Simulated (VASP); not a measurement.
Si5O2H12, in a box:

```
Si O H
1.0
    15.00000    0.00000    0.00000
     0.00000   15.00000    0.00000
     0.00000    0.00000   15.00000
Si O H
5 2 12
Direct
  0.49252 0.52552 0.49945
  0.40126 0.59045 0.61039
  0.53551 0.62503 0.38499
  0.68199 0.44421 0.53904
  0.37743 0.35331 0.46529
  0.58113 0.48667 0.55234
  0.43950 0.44295 0.44913
  0.37920 0.52434 0.68181
  0.44884 0.66762 0.65197
  0.31617 0.62386 0.57045
  0.59062 0.57858 0.31598
  0.45429 0.66260 0.34094
  0.58860 0.70062 0.42266
  0.67560 0.34783 0.51479
  0.73062 0.49308 0.46699
  0.73083 0.45396 0.62505
  0.33206 0.33170 0.37954
  0.30925 0.37098 0.53590
  0.43457 0.27670 0.49329
```

Base run:

| Property | Result |
| --- | --- |
| Program | VASP 6.6.1 |
| Functional | LDA |
| Potentials or basis | VASP PAW LDA potentials, release 64 (Si, O, H) |
| Cutoff | 400 eV |
| k mesh | 1 × 1 × 1 |
| Occupations | gaussian, width 0.02 eV |
| Spin | no spin polarisation |

Its results: gap between the frontier levels 4.41 eV; largest force 0.457 eV/Å.

Problem. The run is repeated on the same cell with these changes: functional from LDA to PBE; potentials or basis from VASP PAW LDA potentials, release 64 (Si, O, H) to VASP PAW PBE potentials, release 64 (Si, O, H). What comes out?

Solution. Gap between the frontier levels 4.54 eV; largest force 0.057 eV/Å.

A k mesh can miss the band edges.

Not every run made on this cell is shown here.
